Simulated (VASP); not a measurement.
# What spin-orbit coupling changes in TePb, part 3 of 4

What does spin-orbit coupling change in TePb, and what does it cost? All runs use r2SCAN. Left out of this account: 1 further run (fields: a reference on another mesh). The start is a cell from a database of measured crystal structures.

VASP 6.6.1, plane waves and PAW; the level of theory is named at each step.

So far. Step 3 (Band structure (r2SCAN + SOC)): The gap is 0.22 eV, direct at L. Spin-orbit coupling moves it by -0.80 eV. The run took 5.0 times the core time, with 32 spinor bands against 22. The valence top at Γ, threefold or sixfold with spin, splits into a fourfold and a twofold level, 1.05 eV apart. Step 4 (Total and projected DOS (r2SCAN)): The gap on this mesh is 1.02 eV.

## 5. Density of states (r2SCAN + SOC)

This step: r2SCAN, spin-orbit coupling; plane waves and PAW (Te, Pb_d) (VASP 6.6.1).

Here the states are counted by energy and projected on the atoms.

INCAR reads:

```
SYSTEM = TePb
PREC = Accurate
ENCUT = 400
EDIFF = 1E-06
NELM = 100
ISMEAR = -5
SIGMA = 0.05
LREAL = .FALSE.
ALGO = Normal
METAGGA = R2SCAN
LASPH = .TRUE.
LNONCOLLINEAR = .TRUE.
MAGMOM = 0 0 0 0 0 0
NBANDS = 32
GGA_COMPAT = .FALSE.
LSORBIT = .TRUE.
LORBIT = 11
LWAVE = .FALSE.
LCHARG = .FALSE.
KPAR = 2
NEDOS = 2001
```

POSCAR reads:

```
TePb
1.0
    0.0000000000      3.2310000000      3.2310000000
    3.2310000000      0.0000000000      3.2310000000
    3.2310000000      3.2310000000      0.0000000000
Te Pb
1 1
Direct
    0.5000000000      0.5000000000      0.5000000000
    0.0000000000      0.0000000000      0.0000000000
```

KPOINTS reads:

```
Automatic mesh
0
Gamma
6 6 6
0 0 0
```

The projector-augmented-wave data sets are Te and Pb_d (PBE family, release 64).

On the command line:

```bash
mpirun -np 2 vasp_ncl
```

What it wrote:

```text
[... set-up lines as in an earlier step ...]
 entering main loop
       N       E                     dE             d eps       ncg     rms          rms(c)
DAV:   1     0.106346507741E+03    0.10635E+03   -0.76994E+03  1024   0.105E+03
DAV:   2    -0.704862407942E+02   -0.17683E+03   -0.16988E+03  1112   0.325E+02
DAV:   3    -0.868921423446E+02   -0.16406E+02   -0.16151E+02  1352   0.119E+02
DAV:   4    -0.875250159418E+02   -0.63287E+00   -0.63243E+00  1216   0.264E+01
DAV:   5    -0.875572993032E+02   -0.32283E-01   -0.32283E-01  1560   0.544E+00    0.402E+00
DAV:   6    -0.831982924682E+02    0.43590E+01   -0.15183E+00  1248   0.212E+01    0.301E+00
DAV:   7    -0.831795505937E+02    0.18742E-01   -0.72521E-02  1216   0.277E+00    0.187E+00
DAV:   8    -0.831867165898E+02   -0.71660E-02   -0.39195E-02  1232   0.217E+00    0.842E-01
DAV:   9    -0.831881481886E+02   -0.14316E-02   -0.19542E-03  1336   0.372E-01    0.417E-01
DAV:  10    -0.831886137128E+02   -0.46552E-03   -0.85348E-04  1152   0.216E-01    0.152E-01
DAV:  11    -0.831885444999E+02    0.69213E-04   -0.28256E-04  1200   0.206E-01    0.486E-02
DAV:  12    -0.831885548266E+02   -0.10327E-04   -0.19626E-05  1320   0.477E-02    0.274E-02
DAV:  13    -0.831885631084E+02   -0.82818E-05   -0.23939E-05  1168   0.509E-02    0.140E-02
DAV:  14    -0.831885634136E+02   -0.30517E-06   -0.16929E-06  1064   0.169E-02
   1 F= -.83188563E+02 E0= -.83188563E+02  d E =0.000000E+00  mag=    -0.0000     0.0000     0.0000
```

Wall time 7.8 min (2 MPI ranks of AMD EPYC 7R43, shared host); peak memory 0.57 GiB; 14 min of CPU time.

Parts of OUTCAR (step 5):

```text
   NELECT =      20.0000    total number of electrons

 E-fermi :   5.5863

 k-point     1 :       0.0000    0.0000    0.0000
  band No.  band energies     occupation
    ...
     16       3.2706      1.00000
     17       4.3161      1.00000
     18       4.3161      1.00000
     19       4.3161      1.00000
     20       4.3161      1.00000
     21       8.4787      0.00000
     22       8.4787      0.00000
     23      10.4739      0.00000
     24      10.4739      0.00000
     25      10.4739      0.00000
    ...

  Total        0.6080478      0.6080478      0.6080478      0.0000000      0.0000000     -0.0000000
  in kB       14.4413377     14.4413377     14.4413377      0.0000000      0.0000000     -0.0000000
  external PRESSURE =      14.4413377 kB  Pullay stress =       0.0000000 kB

 POSITION                                       TOTAL-FORCE (eV/Angst)
 -----------------------------------------------------------------------------------
      3.23100      3.23100      3.23100        -0.000000      0.000000     -0.000000
      0.00000      0.00000      0.00000         0.000000     -0.000000      0.000000
 -----------------------------------------------------------------------------------
    total drift:                               -0.000000      0.000000      0.000000

  FREE ENERGIE OF THE ION-ELECTRON SYSTEM (eV)
  ---------------------------------------------------
  free  energy   TOTEN  =       -83.1885634136 eV

  energy  without entropy=      -83.1885634136  energy(sigma->0) =      -83.18856341

 Spin-Orbit-Coupling matrix elements
 Ion:    1  E_soc:     -0.1942464
 Ion:    2  E_soc:     -0.8355599

 magnetization (x)
# of ion       s       p       d       tot
------------------------------------------
    1       -0.000   0.000   0.000  -0.000
    2        0.000  -0.000  -0.000   0.000
--------------------------------------------------
tot          0.000   0.000  -0.000   0.000

 magnetization (y)
# of ion       s       p       d       tot
------------------------------------------
    1        0.000   0.000  -0.000   0.000
    2       -0.000   0.000  -0.000  -0.000
--------------------------------------------------
tot         -0.000   0.000  -0.000  -0.000

 magnetization (z)
# of ion       s       p       d       tot
------------------------------------------
    1       -0.000   0.000   0.000  -0.000
    2        0.000   0.000  -0.000  -0.000
--------------------------------------------------
tot         -0.000   0.000  -0.000  -0.000

[... 8 parts as in an earlier step ...]

[... 9 further parts left out ...]
```

Numbers from this step:

```
SCF cycles                     : 14
bands                          : 32
free energy (TOTEN)            : -83.1886 eV
Fermi energy                   : 5.586 eV
pressure                       : 1.444 GPa
gap on the k-mesh              : 0.2172 eV
least direct gap on the k-mesh : 0.2172 eV
```

On-site spin-orbit energy by atom:

```
atom  on-site spin-orbit energy (eV)
 Te1                          -0.194
 Pb2                          -0.836
```

The density of states has structure finer than the step of the table below, so its rows give means over 1 eV, whole bins alone (the curve runs from -12.0 to 4.88 eV). Peaks (eV: height): total -10.9: 2.82, -8.5: 2.51, -1.2: 2.30, 4.4: 2.57; Te p -2.5: 0.759, -1.2: 0.858, 4.4: 0.412; Pb p -3.0: 0.245, 1.8: 0.539, 4.3: 0.524; Pb s -8.5: 1.45, -0.9: 0.186; Te s -10.9: 1.76.

States under -12.0 eV and over 4.9 eV are left out. Table of density of states by energy, zero at the valence-band top; means over each step; values in states/eV/cell:

```
energy (eV)   total     Te p     Pb p     Pb s     Te s     Te d
        -11    1.49  0.00246   0.0164   0.0641    0.896   1.3e-4
        -10       0        0        0        0        0        0
         -9   0.240   0.0110   5.4e-4    0.135  0.00961   3.1e-4
         -8    1.46   0.0524  0.00431    0.822    0.117  0.00297
         -7   0.261  0.00917  0.00165    0.129   0.0543   1.4e-4
         -6  0.0357   8.2e-4   1.8e-4   0.0179  0.00947        0
         -5  0.0193  0.00460  0.00251   2.0e-4   4.8e-5   1.1e-5
         -4   0.720    0.187   0.0915  0.00564  0.00325  0.00110
         -3    1.73    0.521    0.201   0.0259  0.00967  0.00373
         -2    1.59    0.554    0.145   0.0397  0.00853  0.00378
         -1    1.82    0.657    0.112    0.134   0.0127  0.00569
          0   0.108   0.0362  0.00630   0.0129  0.00130   3.9e-4
          1   0.372   0.0384    0.120  0.00553   0.0141  0.00750
          2    1.39    0.147    0.441   0.0161   0.0495   0.0329
          3    1.27    0.157    0.360   0.0143   0.0303   0.0393
          4    1.81    0.279    0.416   0.0184   0.0181   0.0706
```

The gap on this mesh is 0.22 eV. In the top eV of the valence band the largest shares in the PAW spheres are Te p 35 %, Pb s 10 % and Pb p 6 %; in the lowest eV of the conduction band, Pb p 32 % and Te p 10 %. The rest lies in smaller channels or between the spheres.

## 6. Relaxing cell and atoms (r2SCAN)

This step: r2SCAN; plane waves and PAW (Te, Pb_d) (VASP 6.6.1).

Last, the cell itself: ISIF = 3 frees volume, shape and positions, first without the coupling.

INCAR reads:

```
SYSTEM = TePb
PREC = Accurate
ENCUT = 400
EDIFF = 1E-06
NELM = 100
ISMEAR = -1
SIGMA = 0.05
LREAL = .FALSE.
ALGO = Normal
METAGGA = R2SCAN
LASPH = .TRUE.
NBANDS = 16
LORBIT = 11
LWAVE = .FALSE.
LCHARG = .FALSE.
KPAR = 2
IBRION = 2
NSW = 60
ISIF = 3
EDIFFG = -0.01
```

POSCAR is that of step 5.

KPOINTS is that of step 5.

On the command line:

```bash
mpirun -np 2 vasp_std
```

What it wrote:

```text
[... set-up lines as in an earlier step ...]
 entering main loop
       N       E                     dE             d eps       ncg     rms          rms(c)
DAV:   1     0.601894754868E+02    0.60189E+02   -0.83395E+03   520   0.103E+03
DAV:   2    -0.784189100410E+02   -0.13861E+03   -0.13515E+03   552   0.281E+02
DAV:   3    -0.868689200192E+02   -0.84500E+01   -0.84323E+01   656   0.764E+01
DAV:   4    -0.870567438715E+02   -0.18782E+00   -0.18780E+00   656   0.145E+01
DAV:   5    -0.870650854263E+02   -0.83416E-02   -0.83415E-02   720   0.245E+00    0.341E+00
DAV:   6    -0.827035179660E+02    0.43616E+01   -0.15652E+00   672   0.214E+01    0.275E+00
DAV:   7    -0.826834130045E+02    0.20105E-01   -0.85223E-02   592   0.280E+00    0.161E+00
DAV:   8    -0.826918790736E+02   -0.84661E-02   -0.33472E-02   640   0.186E+00    0.674E-01
DAV:   9    -0.826941982260E+02   -0.23192E-02   -0.46167E-03   624   0.678E-01    0.270E-01
DAV:  10    -0.826940451415E+02    0.15308E-03   -0.52090E-04   600   0.281E-01    0.983E-02
DAV:  11    -0.826940548661E+02   -0.97246E-05   -0.14671E-05   656   0.307E-02    0.910E-02
DAV:  12    -0.826940610757E+02   -0.62096E-05   -0.74178E-05   680   0.110E-01    0.229E-02
DAV:  13    -0.826940598253E+02    0.12503E-05   -0.34414E-06   608   0.267E-02    0.801E-03
DAV:  14    -0.826940597445E+02    0.80830E-07   -0.47051E-07   360   0.104E-02
   1 F= -.82694060E+02 E0= -.82694059E+02  d E =-.826941E+02
 curvature:   0.00 expect dE= 0.000E+00 dE for cont linesearch  0.000E+00
 trial: gam= 0.00000 g(F)=  0.434E-61 g(S)=  0.305E-01 ort = 0.000E+00 (trialstep = 0.100E+01)
 search vector abs. value=  0.305E-01
 bond charge predicted
       N       E                     dE             d eps       ncg     rms          rms(c)
DAV:   1    -0.830576193288E+02   -0.36356E+00   -0.12482E+01   648   0.601E+01    0.329E+00
DAV:   2    -0.827552706134E+02    0.30235E+00   -0.63226E-01   648   0.127E+01    0.127E+00
DAV:   3    -0.827022101535E+02    0.53060E-01   -0.23522E-01   672   0.761E+00    0.249E-01
DAV:   4    -0.827025928510E+02   -0.38270E-03   -0.40456E-03   544   0.537E-01    0.150E-01
DAV:   5    -0.827027224509E+02   -0.12960E-03   -0.15193E-03   592   0.185E-01    0.940E-02
DAV:   6    -0.827027552665E+02   -0.32816E-04   -0.17363E-04   656   0.795E-02    0.614E-02
DAV:   7    -0.827027475695E+02    0.76970E-05   -0.12191E-04   768   0.127E-01    0.149E-02
DAV:   8    -0.827027506698E+02   -0.31003E-05   -0.91103E-06   664   0.388E-02    0.856E-03
DAV:   9    -0.827027526750E+02   -0.20052E-05   -0.34294E-06   536   0.121E-02    0.322E-03
DAV:  10    -0.827027520223E+02    0.65272E-06   -0.42339E-07   312   0.919E-03
   2 F= -.82702752E+02 E0= -.82702752E+02  d E =-.869228E-02
 trial-energy change:   -0.008692  1 .order   -0.009255   -0.030487    0.011976
 step:   0.7013(harm=  0.7180)  dis= 0.00000  next Energy=   -82.704556 (dE=-0.105E-01)
 bond charge predicted
       N       E                     dE             d eps       ncg     rms          rms(c)
DAV:   1    -0.827367621133E+02   -0.34009E-01   -0.10581E+00   640   0.163E+01    0.100E+00
DAV:   2    -0.827088961204E+02    0.27866E-01   -0.57465E-02   656   0.395E+00    0.379E-01
DAV:   3    -0.827044190226E+02    0.44771E-02   -0.19484E-02   648   0.221E+00    0.709E-02
DAV:   4    -0.827044758712E+02   -0.56849E-04   -0.35601E-04   568   0.150E-01    0.472E-02
DAV:   5    -0.827045130167E+02   -0.37146E-04   -0.10864E-04   592   0.514E-02    0.331E-02
DAV:   6    -0.827045204609E+02   -0.74443E-05   -0.13137E-05   696   0.239E-02    0.162E-02
DAV:   7    -0.827045224455E+02   -0.19846E-05   -0.51717E-06   656   0.273E-02    0.250E-03
DAV:   8    -0.827045212577E+02    0.11879E-05   -0.38605E-07   328   0.891E-03    0.117E-03
DAV:   9    -0.827045208058E+02    0.45191E-06   -0.22740E-07   320   0.309E-03
   3 F= -.82704521E+02 E0= -.82704520E+02  d E =-.104611E-01
 curvature:  -0.36 expect dE=-0.265E-06 dE for cont linesearch -0.265E-06
 trial: gam=-0.00491 g(F)=  0.489E-61 g(S)=  0.742E-06 ort = 0.150E-03 (trialstep = 0.940E+00)
 search vector abs. value=  0.118E-09
 reached required accuracy - stopping structural energy minimisation
```

It took 3.5 min on 2 MPI ranks; peak memory 0.29 GiB.

From OUTCAR (step 6):

```text
   k-points           NKPTS =     16   k-points in BZ     NKDIM =     16   number of bands    NBANDS=     16

   NELECT =      20.0000    total number of electrons

 E-fermi :   5.6295

 k-point     1 :       0.0000    0.0000    0.0000
  band No.  band energies     occupation
    ...
      6      -7.1484      2.00000
      7      -0.6325      2.00000
      8       3.7248      2.00000
      9       3.7248      2.00000
     10       3.7248      2.00000
     11       9.4016      0.00000
     12       9.4016      0.00000
     13       9.4016      0.00000
     14      11.3471      0.00000
     15      11.3471      0.00000
    ...

  Total        0.0032015      0.0032015      0.0032015      0.0000000      0.0000000     -0.0000000
  in kB        0.0735859      0.0735859      0.0735859      0.0000000      0.0000000     -0.0000000
  external PRESSURE =       0.0735859 kB  Pullay stress =       0.0000000 kB

 POSITION                                       TOTAL-FORCE (eV/Angst)
 -----------------------------------------------------------------------------------
      3.26648      3.26648      3.26648        -0.000000     -0.000000      0.000000
      0.00000      0.00000      0.00000         0.000000      0.000000     -0.000000
 -----------------------------------------------------------------------------------
    total drift:                               -0.000000      0.000000      0.000000

  FREE ENERGIE OF THE ION-ELECTRON SYSTEM (eV)
  ---------------------------------------------------
  free  energy   TOTEN  =       -82.7045208058 eV

  energy  without entropy=      -82.7045199719  energy(sigma->0) =      -82.70452039

 reached required accuracy - stopping structural energy minimisation

[... 6 parts as in an earlier step ...]

[... 10 further parts left out ...]
```

The run keeps the 48 symmetry operations of its start, so it cannot find a distortion of lower symmetry.

Relaxation path:

```
step  energy less that of the first step (eV)  largest force (eV/Å)  pressure (GPa)  volume (Å³)
   1                                   0.0000                0.0000            1.54        67.46
   2                                  -0.0087                0.0000           -0.58        70.68
   3                                  -0.0105                0.0000            0.01        69.71
```

```
conventional cell, symmetrised  before  after  change
                         a (Å)   6.462  6.533  +1.1 %
                         b (Å)   6.462  6.533  +1.1 %
                         c (Å)   6.462  6.533  +1.1 %
              volume (Å³/atom)   33.73  34.85  +3.3 %
```

Final coordinates:

```xyz
2
Lattice="0.0000 3.2665 3.2665 3.2665 0.0000 3.2665 3.2665 3.2665 0.0000" Properties=species:S:1:pos:R:3 pbc="T T T"
Te    3.2665    3.2665    3.2665
Pb    0.0000    0.0000    0.0000
```

This step gave:

- bands: 16
- free energy (TOTEN): -82.7045 eV
- Fermi energy: 5.630 eV
- pressure: 0.007359 GPa
- SCF cycles over all ionic steps: 33
- gap on the k-mesh: 1.090 eV
- least direct gap on the k-mesh: 1.090 eV

It ends with forces that vanish by symmetry and a pressure of 0.01 GPa.

(Part 3 of 4 ends here.)

[Lines on the potential files, build, host, timing and source positions are cut from VASP's logs without a mark.]

[Logs are printed without paths, hosts, clocks, repeated set-up lines and the standing remarks that a program may print on its own settings, such as how far it seeks lower states.]

[Hosts, paths, dates, database ids (printed as entryN), source tags and the programs' standing remarks are cut or masked in the printed files.]

[A measured line is paired with the nearest computed mode of its activity, which favours agreement.]
